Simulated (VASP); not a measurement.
## TiPt3: relaxation of cell and atoms with PBEsol

The system is TiPt3.

```
CELL_PARAMETERS angstrom
3.89700 0.00000 0.00000
0.00000 3.89700 0.00000
0.00000 0.00000 3.89700
ATOMIC_POSITIONS crystal
Ti 0.00000 0.00000 0.00000
Pt 0.00000 0.50000 0.50000
Pt 0.50000 0.00000 0.50000
Pt 0.50000 0.50000 0.00000
```

| Property | Result |
| --- | --- |
| Program | VASP 6.6.1 |
| Task | relaxation of cell and atoms |
| Functional | PBEsol |
| Potentials or basis | VASP PAW PBE potentials, release 64 (Ti_sv, Pt) |
| Cutoff | 600 eV |
| k mesh | 10 × 10 × 10 |
| Occupations | methfessel-paxton, width 0.1 eV |
| Spin | no spin polarisation |
| Further INCAR settings | ALGO = Normal; EDIFF = 1e-06; IBRION = 2; EDIFFG = -0.01; NSW = 90; ISIF = 3 |

The relaxed volume is 14.81 Å³/atom and the relaxed cell is a = 3.898 Å, b = 3.898 Å, c = 3.898 Å, α = 90.00°, β = 90.00°, γ = 90.00°. The space group after relaxing (to 0.05 Å) is Pm-3m (No. 221). The energy gained by relaxing is 0.0 meV/atom, the ionic steps are 3 and the pressure after relaxing is 0.0 GPa. The band gap on the k mesh is none (metal or under the smearing width).

Final structure:
```
CELL_PARAMETERS angstrom
3.89836 0.00000 0.00000
0.00000 3.89836 0.00000
0.00000 0.00000 3.89836
ATOMIC_POSITIONS crystal
Ti 0.00000 0.00000 0.00000
Pt 0.00000 0.50000 0.50000
Pt 0.50000 0.00000 0.50000
Pt 0.50000 0.50000 0.00000
```

Levels at points of the mesh, in eV from the Fermi level:
```
           k point  band 18  band 19  band 20  band 21  band 22  band 23  band 24  band 25
(0.00, 0.00, 0.00)     0.03     0.03     0.03     1.38     1.38     1.52     1.52     1.52
(0.50, 0.00, 0.00)    -2.70    -2.64    -1.39    -0.23    -0.23     0.03     0.43     0.74
(0.50, 0.50, 0.00)    -3.15    -2.51    -2.32    -2.29     0.19     0.19     0.34     1.47
(0.50, 0.50, 0.50)    -0.76    -0.76    -0.76    -0.47    -0.47    -0.47     1.19     1.19
```

It took 110 s on 1 thread of AMD EPYC 9R45 (Zen 5) (shared host), peak memory 0.21 GiB.

Caveat: the PAW data sets were made with another functional, which shifts forces and pressure a little. The run has no spin-orbit coupling, so splittings on Pt are missing.
